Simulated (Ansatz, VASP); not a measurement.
# Cross-check of MnTeS between VASP and Ansatz

Wanted: the spread between two codes on one cell, functional and k mesh. The cell is invented: As first built, before any earlier steps moved the atoms (in the runner's words): it takes the TiTeS structure with some of its atoms replaced by other elements, volume scaled by an estimate. It may not be a known or stable phase. The cell is taken from a series of VASP runs on this material, whose earlier steps may have relaxed, scaled or displaced it; both programs get it as it stands. Other levels of theory on this material are compared in a session of their own.

Method: plane waves, with VASP 6.6.1 beside it; band structure at PBEsol, DFT+U, in Ansatz 0.2.0.

## (1) Starting point

Symmetry: P3m1, No. 156, trigonal system. The conventional cell has a = 3.731 Å, b = 3.731 Å, c = 5.407 Å, α = 90.00°, β = 90.00°, γ = 120.00°. Nearest to Te lie 3 Mn at 2.83 Å. Nearest to Mn lie 3 S at 2.45 Å and 3 Te at 2.83 Å. Nearest to S lie 3 Mn at 2.45 Å. As first built, before any earlier steps moved the atoms (in the runner's words): sites of the TiTeS structure (space group 156) filled with other elements, volume scaled by an estimate. Farther neighbours and most contacts between anions are not listed.

## (2) VASP: band structure, PBEsol, DFT+U

A single point gives forces, pressure and levels at one fixed geometry, so differences don't come from the geometry; what else differs is listed under the comparison.

Lines of VASP's logs that name or quote its potential files are left out, and so is its time.

INCAR

```
SYSTEM = MnTeS
PREC = Accurate
ENCUT = 400
EDIFF = 1E-06
NELM = 100
ISMEAR = 0
SIGMA = 0.05
LREAL = .FALSE.
ALGO = Normal
GGA = PS
NBANDS = 27
ISPIN = 2
MAGMOM = -0.415 4.291 -0.202
LDAU = .TRUE.
LDAUTYPE = 2
LDAUL = -1 2 -1
LDAUU = 0 5.3 0
LDAUJ = 0 0 0
LDAUPRINT = 1
LASPH = .TRUE.
LMAXMIX = 4
LORBIT = 11
LWAVE = .FALSE.
LCHARG = .FALSE.
```

POSCAR

```
MnTeS
1.0
    3.7305807492      0.0000000167      0.0000000000
   -1.8652898446      3.2307772556      0.0000000000
    0.0000000000      0.0000000000      5.4074965999
Te Mn S
1 1 1
Direct
    0.0000000000      0.0000000000      0.7020784953
    0.3333333300      0.6666666700      0.0408115017
    0.6666666700      0.3333333300      0.2571090030
```

KPOINTS

```
Automatic mesh
0
Gamma
6 6 4
0 0 0
```

KPOINTS_OPT

```
Line mode
16
Line-mode
Reciprocal
  0.00000000   0.00000000   0.00000000 GAMMA
  0.50000000   0.00000000   0.00000000 M

  0.50000000   0.00000000   0.00000000 M
  0.33333333   0.33333333   0.00000000 K

  0.33333333   0.33333333   0.00000000 K
  0.00000000   0.00000000   0.00000000 GAMMA

  0.00000000   0.00000000   0.00000000 GAMMA
  0.00000000   0.00000000   0.50000000 A

  0.00000000   0.00000000   0.50000000 A
  0.50000000   0.00000000   0.50000000 L

  0.50000000   0.00000000   0.50000000 L
  0.33333333   0.33333333   0.50000000 H

  0.33333333   0.33333333   0.50000000 H
  0.00000000   0.00000000   0.50000000 A

  0.50000000   0.00000000   0.50000000 L
  0.50000000   0.00000000   0.00000000 M

  0.33333333   0.33333333   0.00000000 K
  0.33333333   0.33333333   0.50000000 H
```

The projector-augmented-wave data sets are Te, Mn_pv and S (PBE family, release 64).

Launch:

```
> mpirun -np 1 vasp_std
```

Numbers of over 12 decimals in the logs are rounded to 6 here.

Output:

```text
[banner, memory and clock lines left out]
running    1 mpi-ranks, on    1 nodes
 distrk:  each k-point on    1 cores,    1 groups
 distr:  one band on    1 cores,    1 groups

 POSCAR found type information on POSCAR TeMnS
 POSCAR found :  3 types and       3 ions
|                                                                             |
|               ----> ADVICE to this user running VASP <----                  |
|                                                                             |
|     You enforced a specific xc type in the INCAR file but a different       |
|     [... a line on the potential file left out ...]
|     I HOPE YOU KNOW WHAT YOU ARE DOING!                                     |
|                                                                             |

 LDA part: xc-table for (Slater+PW92), standard interpolation
 POSCAR, INCAR and KPOINTS ok, starting setup
 FFT: planning ... GRIDC
 FFT: planning ... GRID_SOFT
 FFT: planning ... GRID
 WAVECAR not read
 entering main loop
       N       E                     dE             d eps       ncg     rms          rms(c)
DAV:   1     0.165528089291E+03    0.16553E+03   -0.10691E+04  2720   0.721E+02
DAV:   2    -0.594029771176E+01   -0.17147E+03   -0.16265E+03  2806   0.222E+02
DAV:   3    -0.159024161809E+02   -0.99621E+01   -0.98434E+01  3142   0.583E+01
DAV:   4    -0.160453478127E+02   -0.14293E+00   -0.14281E+00  3054   0.724E+00
DAV:   5    -0.160480656155E+02   -0.27178E-02   -0.27176E-02  3023   0.104E+00    0.151E+01
DAV:   6    -0.173520305340E+02   -0.13040E+01   -0.46874E+01  2887   0.454E+01    0.229E+01
DAV:   7    -0.154840401370E+02    0.18680E+01   -0.13262E+01  3010   0.249E+01    0.807E+00
DAV:   8    -0.157943524470E+02   -0.31031E+00   -0.13321E+00  3357   0.594E+00    0.511E+00
DAV:   9    -0.156926428647E+02    0.10171E+00   -0.66768E-01  3370   0.499E+00    0.310E+00
DAV:  10    -0.158070342160E+02   -0.11439E+00   -0.10846E-01  3035   0.264E+00    0.149E+00
DAV:  11    -0.158267453521E+02   -0.19711E-01   -0.44264E-02  3237   0.127E+00    0.436E-01
DAV:  12    -0.158273698316E+02   -0.62448E-03   -0.54958E-03  3024   0.406E-01    0.171E-01
DAV:  13    -0.158275026539E+02   -0.13282E-03   -0.54825E-04  2913   0.182E-01    0.840E-02
DAV:  14    -0.158275084849E+02   -0.58310E-05   -0.48417E-05  3048   0.407E-02    0.378E-02
DAV:  15    -0.158275070398E+02    0.14451E-05   -0.39549E-06  3001   0.166E-02    0.173E-02
DAV:  16    -0.158275081251E+02   -0.10853E-05   -0.48306E-06  2368   0.134E-02    0.503E-03
DAV:  17    -0.158275081908E+02   -0.65659E-07   -0.28166E-07  1461   0.356E-03
   1 F= -.15827508E+02 E0= -.15827150E+02  d E =-.717081E-03  mag=     3.5246
 Start KPOINTS_OPT (optional k-point list driver)
k-point batch [1-24\144]
       N       E                     dE             ncg
DAV:   1    -0.137253971539E+04   -0.12662E+05     2800
DAV:   2    -0.520724237905E+04   -0.38347E+04     2719
DAV:   3    -0.542073705551E+04   -0.21349E+03     3255
DAV:   4    -0.542383631603E+04   -0.30993E+01     3087
DAV:   5    -0.542390040777E+04   -0.64092E-01     3117
DAV:   6    -0.542390267335E+04   -0.22656E-02     3220
DAV:   7    -0.542390277228E+04   -0.98931E-04     3208
DAV:   8    -0.542390277730E+04   -0.50184E-05     2743
DAV:   9    -0.542390277754E+04   -0.23777E-06     2104
[...]
k-point batch [121-144\144]
       N       E                     dE             ncg
DAV:   1    -0.155638263501E+04   -0.20149E+05     2824
DAV:   2    -0.528362788246E+04   -0.37272E+04     2899
DAV:   3    -0.548816322912E+04   -0.20454E+03     3135
DAV:   4    -0.549108041806E+04   -0.29172E+01     3060
DAV:   5    -0.549114253834E+04   -0.62120E-01     3199
DAV:   6    -0.549114469858E+04   -0.21602E-02     3115
DAV:   7    -0.549114479300E+04   -0.94420E-04     3230
DAV:   8    -0.549114479758E+04   -0.45833E-05     2662
DAV:   9    -0.549114479780E+04   -0.21930E-06     2128
```

OUTCAR, selected parts (step 2):

```text
ion  position               nearest neighbor table
   1  0.000  0.000  0.702-   2 2.83   2 2.83   2 2.83   3 3.23   3 3.23   3 3.23
   2  0.333  0.667  0.041-   3 2.45   3 2.45   3 2.45   1 2.83   1 2.83   1 2.83
   3  0.667  0.333  0.257-   2 2.45   2 2.45   2 2.45   1 3.23   1 3.23   1 3.23

  LATTYP: Found a hexagonal cell.
 ALAT       =     3.7305807492
 C/A-ratio  =     1.4495053085

 Subroutine GETGRP returns: Found  6 space group operations
 (whereof  6 operations were pure point group operations)

The static configuration has the point symmetry C_3v.

 Found     24 irreducible k-points:

   k-points           NKPTS =     24   k-points in BZ     NKDIM =     24   number of bands    NBANDS=     27

   dimension x,y,z NGX =    24 NGY =   24 NGZ =   36
   dimension x,y,z NGXF=    48 NGYF=   48 NGZF=   72

   ENCUT  =  400.0 eV  29.40 Ry    5.42 a.u.   6.08  6.08  8.82*2*pi/ulx,y,z

   NELECT =      25.0000    total number of electrons

 k-points in reciprocal lattice and weights: Automatic mesh
   0.00000000  0.00000000  0.00000000       0.007
   0.16666667 -0.00000000  0.00000000       0.042
   0.33333333  0.00000000  0.00000000       0.042
   0.50000000  0.00000000  0.00000000       0.021
   0.16666667  0.16666667  0.00000000       0.042
   0.33333333  0.16666667  0.00000000       0.083
   0.33333333  0.33333333  0.00000000       0.014
   0.00000000  0.00000000  0.25000000       0.014
   0.16666667 -0.00000000  0.25000000       0.042
[...]
0.33333333  0.16666667  0.50000000       0.083
   0.33333333  0.33333333  0.50000000       0.014

atom =   2  type =  2  l = 2

 onsite density matrix

spin component  1

  0.9200 -0.0000 -0.0000  0.0197  0.0000
 -0.0000  0.9000 -0.0000  0.0000  0.0197
 -0.0000 -0.0000  0.9292 -0.0000 -0.0000
  0.0197  0.0000 -0.0000  0.9000  0.0000
  0.0000  0.0197 -0.0000  0.0000  0.9200

spin component  2

  0.0642  0.0000 -0.0000 -0.0519  0.0000
  0.0000  0.0950  0.0000  0.0000 -0.0519
 -0.0000  0.0000  0.0271  0.0000 -0.0000
 -0.0519  0.0000  0.0000  0.0950 -0.0000
  0.0000 -0.0519 -0.0000 -0.0000  0.0642

 occupancies and eigenvectors

  o =  0.0254  v =  0.0000  0.0000  0.0000  0.0000  0.0000 -0.3471  0.5392  0.0000 -0.2591  0.7223      0.0000  0.0000  0.0000  0.0000  0.0000  0.0000  0.0000  0.0000  0.0000  0.0000
  o =  0.0254  v =  0.0000  0.0000  0.0000  0.0000  0.0000 -0.7223 -0.2591 -0.0000 -0.5392 -0.3471      0.0000  0.0000  0.0000  0.0000  0.0000  0.0000  0.0000  0.0000  0.0000  0.0000
  o =  0.0271  v =  0.0000  0.0000  0.0000  0.0000  0.0000  0.0000  0.0000 -1.0000  0.0000  0.0000      0.0000  0.0000  0.0000  0.0000  0.0000  0.0000  0.0000  0.0000  0.0000  0.0000
  o =  0.1337  v =  0.0000  0.0000  0.0000  0.0000  0.0000  0.2591  0.7223  0.0000 -0.3471 -0.5392      0.0000  0.0000  0.0000  0.0000  0.0000  0.0000  0.0000  0.0000  0.0000  0.0000
  o =  0.1337  v =  0.0000  0.0000  0.0000  0.0000  0.0000 -0.5392  0.3471  0.0000  0.7223 -0.2591      0.0000  0.0000  0.0000  0.0000  0.0000  0.0000  0.0000  0.0000  0.0000  0.0000
  o =  0.8879  v = -0.2262 -0.7686  0.0000  0.3693  0.4708  0.0000  0.0000  0.0000  0.0000  0.0000      0.0000  0.0000  0.0000  0.0000  0.0000  0.0000  0.0000  0.0000  0.0000  0.0000
  o =  0.8879  v = -0.4708  0.3693 -0.0000  0.7686 -0.2262  0.0000  0.0000  0.0000  0.0000  0.0000      0.0000  0.0000  0.0000  0.0000  0.0000  0.0000  0.0000  0.0000  0.0000  0.0000
  o =  0.9292  v = -0.0000 -0.0000 -1.0000 -0.0000 -0.0000  0.0000  0.0000  0.0000  0.0000  0.0000      0.0000  0.0000  0.0000  0.0000  0.0000  0.0000  0.0000  0.0000  0.0000  0.0000
  o =  0.9321  v =  0.3694 -0.4708  0.0000  0.2262 -0.7686  0.0000  0.0000  0.0000  0.0000  0.0000      0.0000  0.0000  0.0000  0.0000  0.0000  0.0000  0.0000  0.0000  0.0000  0.0000
  o =  0.9321  v =  0.7686  0.2262 -0.0001  0.4708  0.3694  0.0000  0.0000  0.0000  0.0000  0.0000      0.0000  0.0000  0.0000  0.0000  0.0000  0.0000  0.0000  0.0000  0.0000  0.0000

 average (electrostatic) potential at core
       1 -87.9769       2 -68.4308       3 -84.9675

 E-fermi :   6.1778

 spin component 1
 k-point     1 :       0.0000    0.0000    0.0000
  band No.  band energies     occupation
    ...
      9       1.3553      1.00000
     10       1.3553      1.00000
     11       2.2217      1.00000
     12       6.0639      0.99936
     13       6.0639      0.99936
     14       7.5612      0.00000
     15       7.5612      0.00000
     16       7.7310      0.00000
     17      10.1079      0.00000
     18      12.1507      0.00000
    ...

 k-point     2 :       0.1667   -0.0000    0.0000
  band No.  band energies     occupation
    ...
     10       1.3673      1.00000
     11       2.2817      1.00000
     12       4.5186      1.00000
     13       5.4540      1.00000
     14       6.1210      0.94573
     15       7.6758      0.00000
     16       7.7418      0.00000
     17      11.1687      0.00000
     18      12.4936      0.00000
     19      13.6283      0.00000
    ...

 k-point     3 :       0.3333    0.0000    0.0000
  band No.  band energies     occupation
    ...
     10       1.4521      1.00000
     11       2.4479      1.00000
     12       2.9663      1.00000
     13       4.2852      1.00000
     14       4.5283      1.00000
     15       6.6665      0.00000
     16       7.6443      0.00000
     17      10.8095      0.00000
     18      12.1592      0.00000
     19      12.7388      0.00000
    ...

 k-point     4 :       0.5000    0.0000    0.0000
  band No.  band energies     occupation
    ...
     11       2.6500      1.00000
     12       3.0157      1.00000
     13       3.4055      1.00000
     14       4.1025      1.00000
     15       5.6473      1.00000
     16       7.5877      0.00000
     17      10.5006      0.00000
     18      11.6552      0.00000
     19      12.3667      0.00000
     20      13.2947      0.00000
    ...

 k-point     5 :       0.1667    0.1667    0.0000
  band No.  band energies     occupation
    ...
     10       1.4985      1.00000
     11       2.4564      1.00000
     12       3.4117      1.00000
     13       3.7016      1.00000
     14       5.9241      1.00000
     15       6.6212      0.00000
     16       7.2543      0.00000
     17      11.6285      0.00000
     18      12.4595      0.00000
     19      12.8775      0.00000
    ...

 k-point     6 :       0.3333    0.1667    0.0000
  band No.  band energies     occupation
    ...
     11       2.2544      1.00000
     12       3.2333      1.00000
     13       3.4002      1.00000
     14       4.5884      1.00000
     15       5.7990      1.00000
     16       6.3953      0.00000
     17      10.5189      0.00000
     18      12.0030      0.00000
     19      13.8198      0.00000
     20      14.6627      0.00000
    ...

  Total       -0.0067350     -0.0067350     -0.0185106     -0.0000000     -0.0000000     -0.0000000
  in kB       -0.1655653     -0.1655652     -0.4550418     -0.0000000     -0.0000000     -0.0000000
  external PRESSURE =      -0.2620574 kB  Pullay stress =       0.0000000 kB

  energy-cutoff  :      400.00
  volume of cell :       65.17
      direct lattice vectors                 reciprocal lattice vectors
     3.730580749  0.000000017  0.000000000     0.268054779  0.154761476  0.000000000
    -1.865289845  3.230777256  0.000000000    -0.000000001  0.309523040  0.000000000
     0.000000000  0.000000000  5.407496600     0.000000000  0.000000000  0.184928457

 POSITION                                       TOTAL-FORCE (eV/Angst)
 -----------------------------------------------------------------------------------
      0.00000      0.00000      3.79649         0.000000     -0.000000      0.008466
      0.00000      2.15385      0.22069        -0.000000      0.000000     -0.009087
      1.86529      1.07693      1.39032        -0.000000     -0.000000      0.000620
 -----------------------------------------------------------------------------------
    total drift:                                0.000004     -0.000004     -0.000480

  FREE ENERGIE OF THE ION-ELECTRON SYSTEM (eV)
  ---------------------------------------------------
  free  energy   TOTEN  =       -15.8275081908 eV

  energy  without entropy=      -15.8267911099  energy(sigma->0) =      -15.82714965

 total charge
# of ion       s       p       d       tot
------------------------------------------
    1        1.419   1.848   0.039   3.306
    2        0.277   6.239   4.895  11.410
    3        1.350   2.320   0.000   3.670
--------------------------------------------------
tot          3.046  10.407   4.934  18.387

 magnetization (x)
# of ion       s       p       d       tot
------------------------------------------
    1       -0.006  -0.409  -0.001  -0.415
    2        0.040   0.036   4.215   4.291
    3       -0.003  -0.200   0.000  -0.202
--------------------------------------------------
tot          0.032  -0.573   4.214   3.673

[... 6 further parts left out ...]
```

The run ends at a pressure of -0.03 GPa, with forces up to 0.0091 eV/Å.

(Part 1 of 2 ends here.)

[Lines on the potential files, build, host, timing and source positions are cut from VASP's logs without a mark.]

[Logs are printed without paths, hosts, clocks, repeated set-up lines and the standing remarks that a program may print on its own settings, such as how far it seeks lower states.]

[Hosts, paths, dates, database ids (printed as entryN), source tags and the programs' standing remarks are cut or masked in the printed files.]
